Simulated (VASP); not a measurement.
An input for Ansatz (written as the equivalent of a VASP run, and not itself run):

Ansatz 0.2 input:
```yaml
crystal:
  lattice:
    - [4.1865538, 0.0000000, 0.0000000]
    - [0.0000000, 4.1865538, 0.0000000]
    - [0.0000000, 0.0000000, 7.6590219]
  atoms:
    - { symbol: Pb, position: [0.0000000, 0.5000000, 0.8094854] }
    - { symbol: Pb, position: [0.5000000, 1.0000000, 0.1905146] }
    - { symbol: Br, position: [0.5000000, 0.0000000, 0.6522099] }
    - { symbol: Br, position: [0.0000000, 0.5000000, 0.3477901] }
    - { symbol: F, position: [0.5000000, 0.5000000, 0.0000000] }
    - { symbol: F, position: [0.0000000, 0.0000000, 0.0000000] }
kpoints:
  mp_grid: { grid: [5, 5, 3] }
hamiltonian:
  xc: r2scan
  pseudopotentials: { kind: paw }
scf:
  occupations: { method: gaussian, width: 0.05 }
  max_iter: 100
relax:
  max_steps: 60
  f_tol: 0.02
  cell: {}
output: { forces: true, stress: true, eigenvalues: true }
```

Task: Write the VASP files for the same calculation (r2SCAN).

Result: Several could match; the one computed here: 
KPOINTS:
```
kpoints
0
gamma
 5 5 3
0 0 0
```

INCAR:
```
SYSTEM=PbBrF
PREC=Accurate; ENCUT=520; LREAL=.False.
LASPH=.True.
EDIFF=1E-6; NELM=100; ALGO=Normal
LMAXMIX=4; LMIXTAU=.True.
ISMEAR=0; SIGMA=0.05
METAGGA=R2SCAN
IBRION=2; NSW=60; ISIF=3
EDIFFG=-0.02
LWAVE=.False.; LCHARG=.False.
```

### POSCAR
```
PbBrF
1
    4.1865538224     0.0000000000     0.0000000000
    0.0000000000     4.1865538224    -0.0000000000
    0.0000000000     0.0000000000     7.6590218865
Pb Br F
2 2 2
Direct
  0.0000000000   0.5000000000   0.8094853765
  0.5000000000   1.0000000000   0.1905146235
  0.5000000000   0.0000000000   0.6522098903
  0.0000000000   0.5000000000   0.3477901097
  0.5000000000   0.5000000000   0.0000000000
  0.0000000000   0.0000000000   0.0000000000
```

POTCAR, in this order: Pb_d Br F (PBE.64 set). Program: vasp_std.

What does not carry over: each code has its own PAW files, so the cut-off isn't converted (ENCUT is set for VASP's; basis.ecutwfc is left out, and Ansatz then takes the one that its files recommend); Ansatz stops its SCF on the density residual and VASP on the energy change (EDIFF).

The structure comes from a computed database's PbBrF entry (P4/nmm); how it stands against other phases isn't given here. It was relaxed first. The start is the result of an earlier pass.
